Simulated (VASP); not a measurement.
## CrC (space group P-6m2): computed properties

All values below come from PBEsol GGA, VASP's PBE PAW potentials (set 64) (plane waves; VASP).

* **space group**: P-6m2 (187)
* **cell**: a = b = 2.672 Å, c = 2.603 Å, α = β = 90.00°, γ = 120.00°
* **volume per atom**: 8.05 Å³/atom
* **band gap (over mesh and band path)**: none (metal, semimetal or under 0.01 eV)
* **band gap with spin-orbit coupling**: none (metallic)
* **density**: 6.60 g/cm³

```xyz
2
Lattice="2.6723 0.0000 0.0000 -1.3362 2.3143 0.0000 0.0000 0.0000 2.6027" Properties=species:S:1:pos:R:3 pbc="T T T"
Cr     1.3362     0.7714     2.6027
C      0.0000     0.0000     1.3013
```

The structure comes from a computed database's CrC entry (P-6m2); how it stands against other phases isn't given here. It was relaxed first. Symmetry was kept, so distortions that lower it aren't found. The run is not spin-polarised, so no magnetic state was tried.
